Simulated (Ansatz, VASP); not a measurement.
# Cross-check of C between VASP and Ansatz, part 2 of 3

Aim: how closely do two programs agree when they are given the same cell, functional and k mesh? Of the first pair: The structure shown is frame 165 of Ansatz's trajectory.

VASP 6.6.1 and Ansatz 0.2.0.

So far. Step 3 (VASP: single point, PBEsol, pair 1): The run ends at a pressure of 2.16 GPa, with forces up to 11 eV/Å.

### Step 5. Ansatz: dynamics, PBEsol

Level of this step: Ansatz beside VASP: Kohn-Sham DFT, plane waves, PBEsol (Ansatz).

One frame of this run of dynamics is then solved in both programs, so the motion causes no difference.

The structure compared here is frame 132 of Ansatz's trajectory.

The input, input.yaml:

```yaml
crystal:
  lattice:
    - [6.5121219206, 0.0, 0.0]
    - [0.0, 6.5121219206, 0.0]
    - [0.0, 0.0, 6.5121219206]
  atoms:
    - { symbol: C, position: [0.2980659111, 0.4515584178, 0.9374143723] }
    - { symbol: C, position: [0.0334123329, 0.7754630684, 0.7726987638] }
    - { symbol: C, position: [0.0372029758, 0.2235819816, 0.2393949462] }
    - { symbol: C, position: [0.3794978154, 0.3102291083, 0.1161803745] }
    - { symbol: C, position: [0.0978816762, 0.7870208749, 0.5641698547] }
    - { symbol: C, position: [0.5885237192, 1.0761125947, 0.6853664897] }
    - { symbol: C, position: [0.3133845971, 0.0406942247, 0.3982594766] }
    - { symbol: C, position: [0.2038210662, 0.9748235911, 0.6069384546] }
    - { symbol: C, position: [0.6618407068, 0.3271855191, 0.4266710215] }
    - { symbol: C, position: [0.1515632908, 1.1148636537, 0.7557543138] }
    - { symbol: C, position: [0.4663707944, 0.6627952991, 0.4367886421] }
    - { symbol: C, position: [0.3529440872, 0.8006146183, 0.9203840452] }
    - { symbol: C, position: [0.8775599005, 0.6270737594, 0.721319653] }
    - { symbol: C, position: [0.270321815, 0.3839407896, 0.5428992994] }
    - { symbol: C, position: [0.3709331792, 0.9755989127, 0.758150458] }
    - { symbol: C, position: [0.1950484015, 0.3289850348, 0.7272829713] }
    - { symbol: C, position: [-0.0470241924, 0.0321361207, 0.8488111936] }
    - { symbol: C, position: [-0.1354800319, 0.5601772056, 0.4956912694] }
    - { symbol: C, position: [0.5163288999, 1.1633297434, 0.5085617636] }
    - { symbol: C, position: [-0.2862110686, 0.6774540434, 0.1152857183] }
    - { symbol: C, position: [0.6203620309, 0.5472236227, 0.441526622] }
    - { symbol: C, position: [0.7748606817, 0.2990960633, 0.9454758086] }
    - { symbol: C, position: [0.9227531101, 0.3248787509, 0.3842312394] }
    - { symbol: C, position: [0.5450509355, 0.8245497262, 0.127202439] }
    - { symbol: C, position: [0.7579815921, 1.120082434, 0.8060997411] }
    - { symbol: C, position: [0.6125288495, 0.2471591216, 0.1335593344] }
    - { symbol: C, position: [0.7374846853, 0.5624498531, 0.9056726694] }
    - { symbol: C, position: [-0.0225382646, 0.758991453, 0.1613127064] }
    - { symbol: C, position: [0.3101392293, 0.612544753, 0.5804959666] }
    - { symbol: C, position: [0.4488954994, 0.8625136613, 0.3469104394] }
    - { symbol: C, position: [0.3290018645, 0.6195800552, 0.8167030133] }
    - { symbol: C, position: [0.1276917107, 0.7561520975, 0.9730722421] }
    - { symbol: C, position: [0.6708045651, 1.0441504925, 1.0362398526] }
    - { symbol: C, position: [0.0040267998, 0.6972115358, 0.364717602] }
    - { symbol: C, position: [0.2510228978, 0.2025730129, 0.2418905387] }
    - { symbol: C, position: [-0.0867170435, 1.1141425707, 0.0501500765] }
kpoints:
  mp_grid: { grid: [1, 1, 1] }
scf:
  occupations: { method: fermi_dirac, width: 0.1 }
  n_extra_bands: 24
hamiltonian:
  xc: pbesol
  pseudopotentials: { kind: paw, azcp: { folder: soft_1 }, xc_functional: pbe }
output:
  forces: true
basis:
  ecutwfc: 320
md:
  timestep: 1.5
  n_steps: 396
  ensemble: nvt_langevin
  temperature: 1925
  seed: 1
```

Launch:

```console
> ansatz run input.yaml --threads 8 --pin off --max-ram 23552MiB --backend cpu --events-out ev --progress --plain --runs-dir out
```

Numbers of over 12 decimals in the logs are rounded to 6 here.

What it wrote:

```text
[...]
Crystal: 36 atoms, lattice volume = 276.164 Å³
Basis set: ecut = 320 eV, 3695 PW (Γ), exchange–correlation on 80×80×80 points (8 copies of the dense FFT grid, shifted against one another)
Bands: 96, of which v1, the nominal top of the filled ones, is band 72 counted from 1 (71 counted from 0)
Symmetry: 1 space group operations
k-points: 1
[...]
SCF iter   1: F=—  HF=-8845.838877 eV  |F-HF|=—  |Δ(HF+E_count)|=         —  Δρ=1.19e-1  dr2=3.58e1  ethr=3.10e-3  ⟨swp⟩=6.0  Hψ=408  notcnv=0  defer=6
[...]
SCF 1 converged in 10 iterations: F = -8833.223571 eV  dr2 = 4.18e-9
[...]
md step     0: t =     0.00 fs  T =     0.0 K  F+E_penalty+E_count = -8833.22357078 eV  E_kin = 0.000000 eV  (10 SCF iters)
[...]
md step    58: t =    87.00 fs  T =  2360.5 K  F+E_penalty+E_count = -8842.62078133 eV  E_kin = 10.984438 eV  (9 SCF iters)
[...]
md step    61: t =    91.50 fs  T =  2089.2 K  F+E_penalty+E_count = -8841.73396428 eV  E_kin = 9.721970 eV  (8 SCF iters)
[...]
md step    63: t =    94.50 fs  T =  1999.5 K  F+E_penalty+E_count = -8841.69932378 eV  E_kin = 9.304393 eV  (9 SCF iters)
[...]
```

### Step 6. VASP: single point, PBEsol, pair 2

The same cell, functional, mesh and smearing now go to VASP, with its own data sets.

The input, INCAR:

```
SYSTEM = C
PREC = Accurate
ENCUT = 520
EDIFF = 1E-06
NELM = 120
ISMEAR = -1
SIGMA = 0.1
LREAL = Auto
ALGO = Normal
GGA = PS
NBANDS = 100
LORBIT = 11
LWAVE = .FALSE.
LCHARG = .FALSE.
ISIF = 2
LASPH = .TRUE.
GGA_COMPAT = .FALSE.
EFERMI = MIDGAP
```

The input, POSCAR:

```
C
1.0
    6.5121219206      0.0000000000      0.0000000000
    0.0000000000      6.5121219206      0.0000000000
    0.0000000000      0.0000000000      6.5121219206
C
36
Direct
    0.2419490942      0.4421842888      0.9361575343
    0.0006498650      0.7119706996      0.7835108222
    0.9762140510      0.1198334444      0.2638953971
    0.3218364192      0.2713012781      0.1087121845
    0.0766840680      0.7623806895      0.5635335218
    0.5333459727      0.0912767124      0.7040149211
    0.3367717968      0.0215482759      0.4111056323
    0.1942480524      0.9507871744      0.6028050531
    0.6148151169      0.2729893607      0.3454230476
    0.1351703808      0.0888910076      0.8070856265
    0.4953597367      0.6470296551      0.4143392941
    0.3450280918      0.8033527418      0.9896129217
    0.8677164016      0.5399111139      0.7775502458
    0.3030843132      0.3795237605      0.5988538064
    0.3380919502      0.9526096218      0.7914311284
    0.1768699994      0.3220214587      0.7685209308
    0.9287203149      0.9700687422      0.8603438431
    0.8513857677      0.4809960621      0.4632338026
    0.4531241945      0.1714214035      0.4857577973
    0.7226690437      0.6107992216      0.1193282327
    0.6529928419      0.5052373159      0.3334753290
    0.6664090527      0.2859823607      0.9156311987
    0.8517973201      0.2577473242      0.3565925252
    0.5473369577      0.8081631554      0.1163920162
    0.7205646727      0.0757914372      0.8294904588
    0.5474782327      0.2154214889      0.0912602693
    0.7423964199      0.4744415166      0.9392701910
    0.9510155056      0.7059425570      0.1619473672
    0.3582895143      0.5888308061      0.6274091686
    0.4444380857      0.8240694915      0.3549142704
    0.3781248309      0.6086077700      0.8381604439
    0.1375742056      0.6693945619      0.9675015420
    0.6515400129      0.0078980523      0.0597002151
    0.9995597441      0.6573031114      0.3949975187
    0.2117719872      0.1422368947      0.2511178415
    0.8901066336      0.9800077575      0.1076254420
```

The input, KPOINTS:

```
Automatic mesh
0
Gamma
1 1 1
0 0 0
```

PAW data sets: C (PBE family, release 64).

Launch:

```console
> mpirun -np 4 vasp_gam
```

What it wrote:

```text
[banner, memory and clock lines left out]
running    4 mpi-ranks, on    1 nodes
[...]
[... a notice as in an earlier step ...]

 LDA part: xc-table for (Slater+PW92), standard interpolation
 POSCAR, INCAR and KPOINTS ok, starting setup
[...]
entering main loop
       N       E                     dE             d eps       ncg     rms          rms(c)
DAV:   1     0.928602059326E+03    0.92860E+03   -0.85515E+04   200   0.145E+03
DAV:   2    -0.237560351578E+03   -0.11662E+04   -0.10821E+04   252   0.325E+02
DAV:   3    -0.324707030742E+03   -0.87147E+02   -0.84522E+02   240   0.855E+01
DAV:   4    -0.327496313480E+03   -0.27893E+01   -0.27634E+01   248   0.159E+01
[...]
DAV:  14    -0.314498848550E+03   -0.14811E-04   -0.15987E-05   248   0.122E-02    0.427E-03
DAV:  15    -0.314498850547E+03   -0.19973E-05   -0.22463E-06   200   0.469E-03    0.169E-03
DAV:  16    -0.314498850900E+03   -0.35360E-06   -0.38357E-07   144   0.200E-03
   1 F= -.31449885E+03 E0= -.31449652E+03  d E =-.466753E-02
```

From OUTCAR (step 6):

```text
  Total      -19.5408078    -15.3072638    -40.1124072     18.3623716     -0.5023453     14.8729486
  in kB     -113.3667057    -88.8056466   -232.7135867    106.5299655     -2.9143742     86.2859511
  external PRESSURE =    -144.9619797 kB  Pullay stress =       0.0000000 kB

 POSITION                                       TOTAL-FORCE (eV/Angst)
 -----------------------------------------------------------------------------------
      1.57560      2.87956      6.09637         1.632233      1.310536      3.333190
      0.00423      4.63644      5.10232        -1.023018      2.438241     -0.954201
      6.35722      0.78037      1.71852         2.158021      1.982785     -1.531820
      2.09584      1.76675      0.70795        -1.047188     -1.407022      0.041400
      0.49938      4.96472      3.66980        -0.605069      0.563884      0.998651
      3.47321      0.59441      4.58463        -2.047551     -0.746571      0.242033
      2.19310      0.14032      2.67717        -6.219610     -5.245893     -1.627686
      1.26497      6.19164      3.92554         1.706819      0.180613     -1.647344
      4.00375      1.77774      2.24944         0.953930      0.029087     -3.392175
      0.88025      0.57887      5.25584        -0.248402     -0.557944     -4.420586
      3.22584      4.21354      2.69823        -2.292906     -2.770559      7.031127
      2.24686      5.23153      6.44448         1.095888     -1.662949     -6.284917
      5.65067      3.51597      5.06350        -1.270800     -0.629105     -2.108648
      1.97372      2.47151      3.89981        -0.013379     -3.120255      0.714028
[...]
-----------------------------------------------------------------------------------
    total drift:                               -0.018311     -0.010642      0.042181

  FREE ENERGIE OF THE ION-ELECTRON SYSTEM (eV)
  ---------------------------------------------------
  free  energy   TOTEN  =      -314.4988509004 eV

  energy  without entropy=     -314.4941833743  energy(sigma->0) =     -314.49651714

[... 2 parts as in an earlier step ...]

[... 1 further part left out ...]
[key lines of the parts left out:]
E-fermi :   6.2113
```

The run ends at a pressure of -14.50 GPa, with forces up to 12 eV/Å.

### Step 7. Differences

Forces on 9 of the 36 atoms, those with the largest forces and the largest differences (eV/Å; atoms numbered as in POSCAR):

```csv
atom,"Ansatz x, y, z","VASP x, y, z"
C7,"-6.264, -5.266, -1.625","-6.220, -5.246, -1.628"
C11,"-2.287, -2.772, 7.066","-2.293, -2.771, 7.031"
C12,"1.075, -1.720, -6.335","1.096, -1.663, -6.285"
C18,"1.462, 0.116, 0.010","1.487, 0.112, 0.086"
C19,"5.914, 8.113, 5.956","5.866, 8.124, 5.936"
C27,"1.750, 2.760, -3.932","1.723, 2.718, -3.955"
C29,"4.951, -2.551, -3.376","4.956, -2.553, -3.360"
C30,"1.868, 3.556, -6.265","1.855, 3.553, -6.225"
C36,"-1.031, -2.854, -0.596","-0.994, -2.877, -0.535"
```

The forces differ by 28 meV/Å r.m.s., which is 1.1 % of the r.m.s. force of 2.524 eV/Å (both taken over all components).

### Step 8. Ansatz: dynamics, PBEsol

One frame of this run of dynamics is then solved in both programs, so the motion causes no difference.

The structure compared here is frame 88 of Ansatz's trajectory.

The input, input.yaml:

```yaml
crystal:
  lattice:
    - [6.5121219206, 0.0, 0.0]
    - [0.0, 6.5121219206, 0.0]
    - [0.0, 0.0, 6.5121219206]
  atoms:
    - { symbol: C, position: [0.1971371947, 0.5013865645, 0.9694840474] }
    - { symbol: C, position: [-0.0691689064, 0.7947539258, 0.8037586261] }
    - { symbol: C, position: [-0.1002913077, 0.2100920687, 0.2798386852] }
    - { symbol: C, position: [0.2584202674, 0.3201785514, 0.1230523402] }
    - { symbol: C, position: [0.0035979588, 0.8533041839, 0.5930775397] }
    - { symbol: C, position: [0.4639086677, 1.1962701561, 0.7955958206] }
    - { symbol: C, position: [0.2302655096, 0.066482981, 0.416754678] }
    - { symbol: C, position: [0.11582478, 1.0351549926, 0.6108700556] }
    - { symbol: C, position: [0.5646785299, 0.3471862623, 0.369086573] }
    - { symbol: C, position: [0.0778865731, 1.1386327918, 0.8283576912] }
    - { symbol: C, position: [0.3926253668, 0.7150464953, 0.4678231536] }
    - { symbol: C, position: [0.2999480151, 0.8597812558, 1.0108401081] }
    - { symbol: C, position: [0.7726096505, 0.6359536889, 0.790054372] }
    - { symbol: C, position: [0.269357868, 0.4229392515, 0.6422616363] }
    - { symbol: C, position: [0.2897079874, 1.0540146796, 0.8553352177] }
    - { symbol: C, position: [0.120393011, 0.3584512003, 0.7864061253] }
    - { symbol: C, position: [-0.1110639001, 0.0360191615, 0.9040985867] }
    - { symbol: C, position: [-0.2244173416, 0.5758892195, 0.5191146318] }
    - { symbol: C, position: [0.3937022296, 1.2510106737, 0.5303165903] }
    - { symbol: C, position: [-0.3478897342, 0.6922407771, 0.1489532116] }
    - { symbol: C, position: [0.5496960981, 0.5849208372, 0.3628925592] }
    - { symbol: C, position: [0.5697584501, 0.3378251849, 0.9597589046] }
    - { symbol: C, position: [0.7868815169, 0.3547932381, 0.3773817979] }
    - { symbol: C, position: [0.4691300481, 0.8589626914, 0.1587453449] }
    - { symbol: C, position: [0.6684340322, 1.123181145, 0.8935202876] }
    - { symbol: C, position: [0.4974464163, 0.2727158552, 0.1618266997] }
    - { symbol: C, position: [0.6494406115, 0.5627416711, 0.9463162522] }
    - { symbol: C, position: [-0.1155044823, 0.8003348947, 0.2157394479] }
    - { symbol: C, position: [0.3199439856, 0.6223806442, 0.6764755947] }
    - { symbol: C, position: [0.3808285044, 0.8897142979, 0.3699632226] }
    - { symbol: C, position: [0.3047772005, 0.678750366, 0.894908944] }
    - { symbol: C, position: [0.0841252079, 0.7644003571, 1.0284304159] }
    - { symbol: C, position: [0.5933521826, 1.0472051404, 1.120070393] }
    - { symbol: C, position: [-0.0750642019, 0.7299422487, 0.4318914241] }
    - { symbol: C, position: [0.1333925457, 0.20853492, 0.2781401869] }
    - { symbol: C, position: [-0.1679269321, 1.018784548, 0.1459319278] }
kpoints:
  mp_grid: { grid: [1, 1, 1] }
scf:
  occupations: { method: fermi_dirac, width: 0.1 }
  n_extra_bands: 24
hamiltonian:
  xc: pbesol
  pseudopotentials: { kind: paw, azcp: { folder: soft_1 }, xc_functional: pbe }
output:
  forces: true
basis:
  ecutwfc: 320
md:
  timestep: 1.5
  n_steps: 264
  ensemble: nvt_langevin
  temperature: 300
  seed: 1
```

Launch:

```console
> ansatz run input.yaml --threads 8 --pin off --max-ram 23552MiB --backend cpu --events-out ev --progress --plain --runs-dir out
```

What it wrote:

```text
[...]
Crystal: 36 atoms, lattice volume = 276.164 Å³
Basis set: ecut = 320 eV, 3695 PW (Γ), exchange–correlation on 80×80×80 points (8 copies of the dense FFT grid, shifted against one another)
Bands: 96, of which v1, the nominal top of the filled ones, is band 72 counted from 1 (71 counted from 0)
Symmetry: 1 space group operations
k-points: 1
[...]
SCF iter   1: F=—  HF=-8859.455394 eV  |F-HF|=—  |Δ(HF+E_count)|=         —  Δρ=1.13e-1  dr2=3.07e1  ethr=3.10e-3  ⟨swp⟩=6.0  Hψ=417  notcnv=0  defer=5
[...]
md step     0: t =     0.00 fs  T =     0.0 K  F+E_penalty+E_count = -8847.94033291 eV  E_kin = 0.000000 eV  (10 SCF iters)
[...]
md step    72: t =   108.00 fs  T =   430.2 K  F+E_penalty+E_count = -8854.28072994 eV  E_kin = 2.001707 eV  (6 SCF iters)
[...]
md step    75: t =   112.50 fs  T =   433.4 K  F+E_penalty+E_count = -8854.16927931 eV  E_kin = 2.016730 eV  (6 SCF iters)
[...]
md step    78: t =   117.00 fs  T =   489.4 K  F+E_penalty+E_count = -8854.39031223 eV  E_kin = 2.277470 eV  (6 SCF iters)
[...]
```

(Continued in part 3 of 3.)

[Lines on the potential files, build, host, timing and source positions are cut from VASP's logs without a mark.]

[Logs are printed without paths, hosts, clocks, repeated set-up lines and the standing remarks that a program may print on its own settings, such as how far it seeks lower states.]

[Hosts, paths, dates, database ids (printed as entryN), source tags and the programs' standing remarks are cut or masked in the printed files.]
